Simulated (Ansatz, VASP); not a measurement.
**SnSe in two plane-wave programs**

One calculation is typed for both programs; each brings its own data sets. How far apart do they land? Of the first pair: The cell is taken from a series of runs on this material, whose earlier steps may have relaxed, scaled, displaced or heated it; both programs get it as it stands.

Calculated with Ansatz 0.2.0; plane waves, with VASP 6.6.1 beside it; PBE with D3(BJ).

**1. Starting point**

It takes space group Pnma (No. 62, orthorhombic). The conventional cell has a = 11.370 Å, b = 4.186 Å, c = 4.439 Å, α = 90.00°, β = 90.00°, γ = 90.00°. Sn has 5 Se at 2.72 to 3.34 Å nearest. Se has 5 Sn at 2.72 to 3.34 Å nearest. Farther neighbours and most contacts between anions are not listed.

As a file:

```cif
data_structure
_symmetry_space_group_name_H-M 'P 1'
_symmetry_Int_Tables_number 1
_cell_length_a 11.3700
_cell_length_b 4.1860
_cell_length_c 4.4390
_cell_angle_alpha 90.000
_cell_angle_beta 90.000
_cell_angle_gamma 90.000
_cell_volume 211.27
loop_
_atom_site_label
_atom_site_type_symbol
_atom_site_fract_x
_atom_site_fract_y
_atom_site_fract_z
_atom_site_occupancy
Sn1 Sn 0.11870 0.25000 0.09880 1
Sn2 Sn 0.38130 0.75000 0.59880 1
Sn3 Sn 0.61870 0.25000 0.40120 1
Sn4 Sn 0.88130 0.75000 0.90120 1
Se5 Se 0.85550 0.25000 0.48280 1
Se6 Se 0.64450 0.75000 0.98280 1
Se7 Se 0.35550 0.25000 0.01720 1
Se8 Se 0.14450 0.75000 0.51720 1
```

**2. VASP: relaxation of cell and atoms, PBE with D3(BJ)**

The relaxed volume is the usual yardstick between codes: in a stiff, nearly cubic crystal its relative difference is about their pressure difference at one cell divided by the bulk modulus.

Lines of VASP's logs that name or quote its potential files are left out, and so is its time.

INCAR

```
SYSTEM = SnSe
PREC = Accurate
ENCUT = 500
EDIFF = 1E-07
NELM = 120
ISMEAR = -1
SIGMA = 0.02
LREAL = .FALSE.
ALGO = Normal
GGA = PE
IVDW = 12
NBANDS = 49
LORBIT = 11
LWAVE = .FALSE.
LCHARG = .FALSE.
ISIF = 3
IBRION = 2
NSW = 80
EDIFFG = -0.005
LASPH = .TRUE.
GGA_COMPAT = .FALSE.
NELMIN = 4
EFERMI = MIDGAP
KPAR = 2
```

POSCAR

```
SnSe
1.0
   11.3700000000      0.0000000000      0.0000000000
    0.0000000000      4.1860000000      0.0000000000
    0.0000000000      0.0000000000      4.4390000000
Sn Se
4 4
Direct
    0.1187000000      0.2500000000      0.0988000000
    0.3813000000      0.7500000000      0.5988000000
    0.6187000000      0.2500000000      0.4012000000
    0.8813000000      0.7500000000      0.9012000000
    0.8555000000      0.2500000000      0.4828000000
    0.6445000000      0.7500000000      0.9828000000
    0.3555000000      0.2500000000      0.0172000000
    0.1445000000      0.7500000000      0.5172000000
```

KPOINTS

```
Automatic mesh
0
Gamma
3 7 6
0 0 0
```

Potentials, in the order of the species: Sn_d and Se (PBE family, release 64).

Command:

```
$ mpirun -np 2 vasp_std
```

Numbers of over 12 decimals in the logs are rounded to 6 here.

Output:

```text
[banner, memory and clock lines left out]
running    2 mpi-ranks, on    1 nodes
 distrk:  each k-point on    1 cores,    2 groups
 distr:  one band on    1 cores,    1 groups

 POSCAR found type information on POSCAR SnSe
 POSCAR found :  2 types and       8 ions
 LDA part: xc-table for (Slater+PW92), standard interpolation
 POSCAR, INCAR and KPOINTS ok, starting setup
 FFT: planning ... GRIDC
 FFT: planning ... GRID_SOFT
 FFT: planning ... GRID
 WAVECAR not read
 entering main loop
       N       E                     dE             d eps       ncg     rms          rms(c)
DAV:   1     0.866704834613E+03    0.86670E+03   -0.36056E+04  3369   0.206E+03
DAV:   2     0.115600178520E+03   -0.75110E+03   -0.72774E+03  3144   0.593E+02
DAV:   3    -0.236048040903E+02   -0.13920E+03   -0.13333E+03  3752   0.204E+02
DAV:   4    -0.331653975913E+02   -0.95606E+01   -0.93645E+01  3708   0.535E+01
DAV:   5    -0.334845837680E+02   -0.31919E+00   -0.31849E+00  3708   0.106E+01    0.655E+00
DAV:   6    -0.327804165871E+02    0.70417E+00   -0.12917E+00  4368   0.573E+00    0.410E+00
DAV:   7    -0.327720304227E+02    0.83862E-02   -0.58602E-01  4068   0.274E+00    0.150E+00
DAV:   8    -0.327684044007E+02    0.36260E-02   -0.64300E-02  4081   0.162E+00    0.339E-01
DAV:   9    -0.327686494051E+02   -0.24500E-03   -0.84005E-03  3924   0.608E-01    0.106E-01
DAV:  10    -0.327687308389E+02   -0.81434E-04   -0.84553E-04  3917   0.152E-01    0.576E-02
DAV:  11    -0.327687953950E+02   -0.64556E-04   -0.28500E-04  4121   0.953E-02    0.219E-02
DAV:  12    -0.327687791784E+02    0.16217E-04   -0.44526E-05  4028   0.365E-02    0.795E-03
DAV:  13    -0.327687796460E+02   -0.46754E-06   -0.75247E-06  3665   0.981E-03    0.199E-03
DAV:  14    -0.327687796930E+02   -0.46995E-07   -0.33103E-07  2927   0.369E-03
   1 F= -.35698767E+02 E0= -.35698767E+02  d E =-.356988E+02
[... from here on, the cycles between the ionic steps are left out ...]
   2 F= -.35721542E+02 E0= -.35721542E+02  d E =-.227749E-01
   3 F= -.35722080E+02 E0= -.35722080E+02  d E =-.233127E-01
  10 F= -.35729984E+02 E0= -.35729984E+02  d E =-.104423E-02
  11 F= -.35730085E+02 E0= -.35730085E+02  d E =-.114541E-02
  12 F= -.35730197E+02 E0= -.35730197E+02  d E =-.125754E-02
  13 F= -.35730422E+02 E0= -.35730422E+02  d E =-.225125E-03
  14 F= -.35730473E+02 E0= -.35730473E+02  d E =-.275874E-03
  15 F= -.35730590E+02 E0= -.35730590E+02  d E =-.117195E-03
  16 F= -.35730648E+02 E0= -.35730648E+02  d E =-.175449E-03
  17 F= -.35730653E+02 E0= -.35730653E+02  d E =-.179775E-03
  18 F= -.35730673E+02 E0= -.35730673E+02  d E =-.205520E-04
 trial-energy change:   -0.000021  1 .order   -0.000020   -0.000026   -0.000015
 step:   1.7461(harm=  1.7461)  dis= 0.00123  next Energy=   -35.730682 (dE=-0.294E-04)
 bond charge predicted
       N       E                     dE             d eps       ncg     rms          rms(c)
DAV:   1    -0.327837302438E+02    0.66557E-03   -0.13454E-02  3725   0.548E-01    0.503E-02
DAV:   2    -0.327837344506E+02   -0.42067E-05   -0.59639E-04  4547   0.173E-01    0.263E-02
DAV:   3    -0.327837165181E+02    0.17932E-04   -0.32950E-05  4048   0.478E-02    0.129E-02
DAV:   4    -0.327837135846E+02    0.29334E-05   -0.11921E-05  4056   0.236E-02    0.339E-03
DAV:   5    -0.327837144268E+02   -0.84216E-06   -0.29639E-06  3455   0.132E-02    0.136E-03
DAV:   6    -0.327837144388E+02   -0.12034E-07   -0.17062E-07  2065   0.293E-03
  19 F= -.35730684E+02 E0= -.35730684E+02  d E =-.317270E-04
 curvature:  -2.19 expect dE=-0.405E-04 dE for cont linesearch -0.735E-07
 trial: gam= 0.54819 g(F)=  0.630E-05 g(S)=  0.121E-04 ort = 0.168E-05 (trialstep = 0.969E+00)
 search vector abs. value=  0.457E-04
 reached required accuracy - stopping structural energy minimisation
```

OUTCAR, selected parts (step 2):

```text
ion  position               nearest neighbor table
   1  0.119  0.250  0.099-   7 2.72   8 2.81   8 2.81   4 3.53   4 3.53
   2  0.381  0.750  0.599-   8 2.72   7 2.81   7 2.81   3 3.53   3 3.53
   3  0.619  0.250  0.401-   5 2.72   6 2.81   6 2.81   2 3.53   2 3.53
   4  0.881  0.750  0.901-   6 2.72   5 2.81   5 2.81   1 3.53   1 3.53
   5  0.855  0.250  0.483-   3 2.72   4 2.81   4 2.81
   6  0.645  0.750  0.983-   4 2.72   3 2.81   3 2.81
   7  0.355  0.250  0.017-   1 2.72   2 2.81   2 2.81
   8  0.145  0.750  0.517-   2 2.72   1 2.81   1 2.81

  LATTYP: Found a simple orthorhombic cell.
 ALAT       =     4.1860000000
 B/A-ratio  =     1.0604395604
 C/A-ratio  =     2.7161968466

 Subroutine GETGRP returns: Found  8 space group operations
 (whereof  2 operations were pure point group operations)

The static configuration has the point symmetry S_2 .
 The point group associated with its full space group is D_2h.

 Found     32 irreducible k-points:

   k-points           NKPTS =     32   k-points in BZ     NKDIM =     32   number of bands    NBANDS=     49

   dimension x,y,z NGX =    84 NGY =   32 NGZ =   32
   dimension x,y,z NGXF=   168 NGYF=   64 NGZF=   64

   ENCUT  =  500.0 eV  36.75 Ry    6.06 a.u.  20.73  7.63  8.09*2*pi/ulx,y,z

   NELECT =      80.0000    total number of electrons

 k-points in reciprocal lattice and weights: Automatic mesh
   0.00000000  0.00000000  0.00000000       0.008
   0.33333333  0.00000000  0.00000000       0.016
   0.00000000  0.14285714  0.00000000       0.016
   0.33333333  0.14285714  0.00000000       0.032
   0.00000000  0.28571429  0.00000000       0.016
   0.33333333  0.28571429  0.00000000       0.032
   0.00000000  0.42857143  0.00000000       0.016
   0.33333333  0.42857143  0.00000000       0.032
   0.00000000  0.00000000  0.16666667       0.016
[...]
0.00000000  0.42857143  0.50000000       0.016
   0.33333333  0.42857143  0.50000000       0.032

 Edisp (eV)   -2.94628

 average (electrostatic) potential at core
       1-101.3379       2-101.3379       3-101.3379       4-101.3379       5 -52.4813
       6 -52.4813       7 -52.4813       8 -52.4813

 E-fermi :   5.9326

 k-point     1 :       0.0000    0.0000    0.0000
  band No.  band energies     occupation
    ...
     36       3.7650      2.00000
     37       4.0063      2.00000
     38       4.2989      2.00000
     39       4.9366      2.00000
     40       5.0573      2.00000
     41       6.1803      0.00001
     42       8.6490      0.00000
     43       8.8118      0.00000
     44       8.8194      0.00000
     45       9.0360      0.00000
    ...

 k-point     2 :       0.3333    0.0000    0.0000
  band No.  band energies     occupation
    ...
     36       3.5348      2.00000
     37       3.5977      2.00000
     38       3.8682      2.00000
     39       5.0195      2.00000
     40       5.0712      2.00000
     41       7.3929      0.00000
     42       8.3927      0.00000
     43       8.4880      0.00000
     44       8.8505      0.00000
     45       9.2974      0.00000
    ...

 k-point     3 :       0.0000    0.1429    0.0000
  band No.  band energies     occupation
    ...
     36       3.8387      2.00000
     37       4.0661      2.00000
     38       4.6838      2.00000
     39       4.9482      2.00000
     40       4.9527      2.00000
     41       6.3478      0.00000
     42       7.8308      0.00000
     43       8.6116      0.00000
     44       8.9052      0.00000
     45       8.9499      0.00000
    ...

 Edisp (eV)   -2.94697

  Total      -0.02300     0.03575     0.01438     0.00000     0.00000     0.00000
  in kB      -0.17549     0.27275     0.10972     0.00000     0.00000     0.00000
  external pressure =        0.07 kB  Pullay stress =        0.00 kB

  energy-cutoff  :      500.00
  volume of cell :      210.02
      direct lattice vectors                 reciprocal lattice vectors
    11.519367502  0.000000000  0.000000000     0.086810322  0.000000000  0.000000000
     0.000000000  4.172617194  0.000000000     0.000000000  0.239657738  0.000000000
     0.000000000 -0.000000000  4.369480404     0.000000000 -0.000000000  0.228860164

 POSITION                                       TOTAL-FORCE (eV/Angst)
 -----------------------------------------------------------------------------------
      1.36357      1.04315      0.40951         0.001263      0.000000     -0.002785
      4.39612      3.12946      2.59425        -0.001263      0.000000     -0.002785
      7.12325      1.04315      1.77523         0.001263     -0.000000      0.002785
     10.15580      3.12946      3.95997        -0.001263     -0.000000      0.002785
      9.87469      1.04315      2.07761         0.004508     -0.000000      0.001725
      7.40436      3.12946      4.26235        -0.004508     -0.000000      0.001725
      4.11501      1.04315      0.10713         0.004508      0.000000     -0.001725
      1.64467      3.12946      2.29187        -0.004508      0.000000     -0.001725
 -----------------------------------------------------------------------------------
    total drift:                                0.000000     -0.000000     -0.000000

  FREE ENERGIE OF THE ION-ELECTRON SYSTEM (eV)
  ---------------------------------------------------
  free  energy   TOTEN  =       -35.7306843473 eV

  energy  without entropy=      -35.7306843070  energy(sigma->0) =      -35.73068433

 reached required accuracy - stopping structural energy minimisation

 total charge
# of ion       s       p       d       tot
------------------------------------------
    1        1.350   0.741   9.996  12.087
    2        1.350   0.741   9.996  12.087
    3        1.350   0.741   9.996  12.087
    4        1.350   0.741   9.996  12.087
    5        1.473   2.323   0.026   3.822
    6        1.473   2.323   0.026   3.822
    7        1.473   2.323   0.026   3.822
    8        1.473   2.323   0.026   3.822
--------------------------------------------------
tot         11.292  12.258  40.087  63.636

[... 3 further parts left out ...]
```

**3. Ansatz: relaxation of cell and atoms, PBE with D3(BJ)**

Ansatz runs on its PAW soft_1 files.

The same cell, functional, mesh and smearing now go to Ansatz.

input.yaml

```yaml
crystal:
  lattice:
    - [11.37, 0.0, 0.0]
    - [0.0, 4.186, 0.0]
    - [0.0, 0.0, 4.439]
  atoms:
    - { symbol: Sn, position: [0.1187, 0.25, 0.0988] }
    - { symbol: Sn, position: [0.3813, 0.75, 0.5988] }
    - { symbol: Sn, position: [0.6187, 0.25, 0.4012] }
    - { symbol: Sn, position: [0.8813, 0.75, 0.9012] }
    - { symbol: Se, position: [0.8555, 0.25, 0.4828] }
    - { symbol: Se, position: [0.6445, 0.75, 0.9828] }
    - { symbol: Se, position: [0.3555, 0.25, 0.0172] }
    - { symbol: Se, position: [0.1445, 0.75, 0.5172] }
kpoints:
  mp_grid: { grid: [3, 7, 6] }
scf:
  occupations: { method: fermi_dirac, width: 0.02 }
hamiltonian:
  xc: pbe
  pseudopotentials: { kind: paw, azcp: { folder: soft_1 } }
  dispersion: d3bj
basis:
  ecutwfc: 600
output:
  forces: true
  stress: true
relax:
  f_tol: 0.005
  max_steps: 70
  cell: { stress_tol: 0.02, p_target: 0 }
```

Command:

```
$ ansatz run input.yaml --threads 4 --pin off --max-ram 10240MiB --backend cpu --events-out ev --progress --plain --runs-dir out
```

Output:

```text
Engine: ansatz 0.2.0, x86_64-unknown-linux-gnu
Pseudopotentials: kind: paw
Pseudopotential: Sn, paw, valence charge 14, recommended cutoff 420 eV (normal), soft_1/Sn.paw.azcp
Pseudopotential: Se, paw, valence charge 16, recommended cutoff 420 eV (normal), soft_1/Se.paw.azcp
Functional definition: PBE
  parameter kappa = 0.804
  parameter beta = 0.066725
  exchange = pbe_x(kappa = kappa, mu = beta*pi^2/3)
  correlation = pbe_c(beta = beta)
Crystal: 8 atoms, lattice volume = 211.273 Å³
Basis set: ecut = 600 eV, 7061 PW (Γ), exchange–correlation on 192×72×72 points (8 copies of the dense FFT grid, shifted against one another)
Bands: 72, of which v1, the nominal top of the filled ones, is band 60 counted from 1 (59 counted from 0)
Symmetry: 8 space group operations
Space group: Pnma (ITA 62), of the structure as read, at distance tolerance 6.0e-5 Å
k-points: 32 of 126
Non-local potential: Sn, projectors of the file, l = 0: 2, l = 1: 2, l = 2: 2, l = 3: 1
Non-local potential: Se, projectors of the file, l = 0: 2, l = 1: 2, l = 2: 3, l = 3: 1
PAW form: soft (Blöchl's): semilocal exchange-correlation on the pseudo side does not see the compensation charge
PAW one-centre angular grid: Sn, 590 points (default); XC on 64 Gauss nodes
PAW one-centre angular grid: Se, 590 points (default); XC on 64 Gauss nodes
Initial density: superposition of atomic densities (chi_scale 0.1, normalization cell, long waves kept (reshape's long-wave potential 0.02 eV rms))
Initial wavefunctions: pseudopotential atomic-orbital guess
Functional: x = pbe(κ = 0.804, μ = 0.219515), c = pbe(β = 0.066725)
SCF iter   1: F=—  HF=-45980.603641 eV  |F-HF|=—  |Δ(HF+E_count)|=         —  Δρ=2.98e-2  dr2=2.52e0  ethr=3.10e-3  ⟨swp⟩=6.3  Hψ=8600  notcnv=0
preconditioner: auto → Resta (q_TF=auto, 2.483 Å⁻¹)  ε∞=2.8  [insulator: Δε(μ)=0.441 eV  Ē_g=17.182 eV  σ=0.020 eV  W_gap=1.00  n_scr=56 (ndim 8)  ℏωp=22.8 eV  f_vac=0.000  D(μ)=0.00/eV (n_scr^D=0)  ε∞_Penn≈2.8]
SCF iter   2: F=—  HF=-45979.965201 eV  |F-HF|=—  |Δ(HF+E_count)|=   6.38e-1  Δρ=1.40e-2  dr2=4.60e-1  ethr=2.10e-3  ⟨swp⟩=3.9  Hψ=4144  notcnv=0  defer=177
SCF iter   3: F=—  HF=-45979.841177 eV  |F-HF|=—  |Δ(HF+E_count)|=   1.24e-1  Δρ=3.09e-3  dr2=1.74e-2  ethr=3.83e-4  ⟨swp⟩=3.8  Hψ=4372  notcnv=0  defer=177
SCF iter   4: F=—  HF=-45979.842218 eV  |F-HF|=—  |Δ(HF+E_count)|=   1.04e-3  Δρ=7.64e-4  dr2=2.11e-3  ethr=1.45e-5  ⟨swp⟩=2.0  Hψ=4254  notcnv=0  defer=177
SCF iter   5: F=—  HF=-45979.842417 eV  |F-HF|=—  |Δ(HF+E_count)|=   1.99e-4  Δρ=2.69e-4  dr2=2.01e-4  ethr=1.76e-6  ⟨swp⟩=2.0  Hψ=4047  notcnv=0  defer=177
SCF iter   6: F=—  HF=-45979.842491 eV  |F-HF|=—  |Δ(HF+E_count)|=   7.32e-5  Δρ=6.63e-5  dr2=9.08e-6  ethr=1.67e-7  ⟨swp⟩=2.0  Hψ=4047  notcnv=0  defer=177
SCF iter   7: F=—  HF=-45979.842561 eV  |F-HF|=—  |Δ(HF+E_count)|=   7.00e-5  Δρ=1.68e-5  dr2=5.70e-7  ethr=7.56e-9  ⟨swp⟩=3.0  Hψ=4188  notcnv=0  defer=177
SCF iter   8: F=-45979.842562 eV  HF=-45979.842562 eV  |F-HF|=3.14e-8  |Δ(HF+E_count)|=   1.02e-6  Δρ=3.49e-6  dr2=2.55e-8  ethr=8.33e-11  ⟨swp⟩=5.1  Hψ=8708  notcnv=0
SCF 1 converged in 8 iterations: F = -45979.842562 eV  dr2 = 2.55e-8
  greatest PAW one-centre occupation: 1.000 electrons in one spin orbital (limit 2), on the Se atom at site 7 (counted from 0), in its partial waves of l = 2
relax step   1: F+E_penalty+E_count = -45979.84256166 eV  Δ(F+E_penalty+E_count) = +0.000e0 eV  max|allowed force component| = 2.109e-1 eV/Å  Δτ_max = 0.0000 Å  P = +0.387 GPa  Ω = 211.273 Å³  (8 SCF iters, dr2 threshold 1.00e-7 eV, accepted)
[...]
relax step   5: F+E_penalty+E_count = -45979.87139255 eV  Δ(F+E_penalty+E_count) = -4.221e-4 eV  max|allowed force component| = 5.514e-3 eV/Å  Δτ_max = 0.0150 Å  P = -0.017 GPa  Ω = 210.207 Å³  energy of the carried Pulay correction = +1.172e-5 eV  (6 SCF iters, dr2 threshold 6.46e-9 eV, accepted)
[...]
relax step   6: F+E_penalty+E_count = -45979.87158082 eV  Δ(F+E_penalty+E_count) = -1.883e-4 eV  max|allowed force component| = 1.890e-3 eV/Å  Δτ_max = 0.0086 Å  P = +0.006 GPa  Ω = 210.013 Å³  energy of the carried Pulay correction = +1.386e-5 eV  (6 SCF iters, dr2 threshold 7.80e-9 eV, accepted)
[...]
relax step   7: F+E_penalty+E_count = -45979.87157342 eV  Δ(F+E_penalty+E_count) = +7.402e-6 eV  max|allowed force component| = 1.877e-3 eV/Å  Δτ_max = 0.0000 Å  P = +0.006 GPa  Ω = 210.013 Å³  stress off target by 1.07e-2 GPa  SCF on the basis re-selected at this cell (its energy is not comparable with the rows above)  (9 SCF iters)
basis re-selected at this cell: Δ(F+E_penalty+E_count) = +7.402e-6 eV, ΔP = -0.000 GPa vs the last step (what re-selecting the basis moved, of the pressure what is left beyond the Pulay correction that the steps carried, after the strain that the cell walked since its last selection, with what the two solves' SCF thresholds leave and, on support functions, any second-order correction that the steps lacked; it is no m [...]
dispersion: the relaxed geometry stands within reach of a switch of an atom's C6, across which e_disp changes (each atom's share, over what another start of this relaxation can change, counted as every distance, since the cell relaxes too: site 0 (Sn), some 0.03 eV, crossed with farther neighbours; site 1 (Sn), some 0.03 eV, crossed with farther neighbours; site 2 (Sn), some 0.03 eV, crossed with farther neighbours; site 3 (Sn), some 0.03 eV, crossed with farther neighbours; some 0.11 eV in sum): a start on the other side of the switch can end at another minimum, lower or higher, and the walk did not compare the two: [rest of the remark cut]
SCF converged after 9 iterations
Free energy (F): -45979.871573 eV
Harris-Foulkes:  -45979.871573 eV  (|F-HF|=2.18e-11)
Internal energy: -45979.871573 eV  (E = F + TS)
E sigma→0 (E₀):  -45979.871573 eV
Entropy (-TS):   -0.000000 eV (-0.000 meV/atom)
Fermi energy:    9.397409 eV
--- Per-component energies (eV) ---
  E_band       = -1872.002155
  E_kinetic    = 1109.233304
  E_local      = -14632.220513  (includes V_loc(G=0)·N_el)
  E_nonlocal   = -836.240181
  E_hartree    = 7605.213043
  E_xc         = -844.428156
  E_vxc        = -682.525342  (∫ρ·V_xc dr)
  E_paw        = -25993.900451  (= ΣΔE_a)
  E_vpaw       = -2040.675677  (= ΣTr[D̂ρ^β])
  E_aug_tail   = 0.000164  (compensation charges beyond the density's cutoff)
  E_ewald      = -12384.580869
  E_disp       = -2.947915  (pairwise vdW)
  E_smearing   = -0.000000  (= −TS)
  E_closure    = 0.000000  (closes the sum)
  Σ components = -45979.871573   (vs F -45979.871573, Δ=0.00e0)
--- Forces (eV/Å), atoms counted from 1 ---
  atom   1  Sn     0.00132756    -0.00000000     0.00027504
  atom   2  Sn    -0.00132756    -0.00000000     0.00027504
  atom   3  Sn     0.00132756     0.00000000    -0.00027504
  atom   4  Sn    -0.00132756     0.00000000    -0.00027504
  atom   5  Se     0.00187665    -0.00000000    -0.00039672
  atom   6  Se    -0.00187665    -0.00000000    -0.00039672
  atom   7  Se     0.00187665     0.00000000     0.00039672
  atom   8  Se    -0.00187665     0.00000000     0.00039672
  max |Σ_I F_I| component: 4.34e-19 eV/Å
--- Stress (GPa, compression-positive) ---
        0.004913       0.000000       0.000000
        0.000000       0.010664      -0.000000
        0.000000      -0.000000       0.002801
  P = ⅓ Tr σ = 0.0061 GPa (0.061 kbar)
--- Relaxed structure (6 steps of the walk, 6 accepted, 1 SCFs on fresh bases) ---
  F+E_penalty+E_count = -45979.87157342 eV   max|allowed force component| = 1.877e-3 eV/Å   (the final SCF, on the basis selected at the relaxed cell)
  cell:  # Å, volume = 210.0126 Å³
    - [11.511843, 0.0, 0.0]
    - [0.0, 4.173245, 0.0]
    - [0.0, 0.0, 4.371461]
  atoms:
    - { symbol: Sn, position: [0.118593, 0.250000, 0.092560] }
    - { symbol: Sn, position: [0.381407, 0.750000, 0.592560] }
    - { symbol: Sn, position: [0.618593, 0.250000, 0.407440] }
    - { symbol: Sn, position: [0.881407, 0.750000, 0.907440] }
    - { symbol: Se, position: [0.857266, 0.250000, 0.477382] }
    - { symbol: Se, position: [0.642734, 0.750000, 0.977382] }
    - { symbol: Se, position: [0.357266, 0.250000, 0.022618] }
    - { symbol: Se, position: [0.142734, 0.750000, 0.522618] }
```

(Part 1 of 2 ends here.)

[Lines on the potential files, build, host, timing and source positions are cut from VASP's logs without a mark.]

[Logs are printed without paths, hosts, clocks, repeated set-up lines and the standing remarks that a program may print on its own settings, such as how far it seeks lower states.]

[Hosts, paths, dates, database ids (printed as entryN), source tags and the programs' standing remarks are cut or masked in the printed files.]
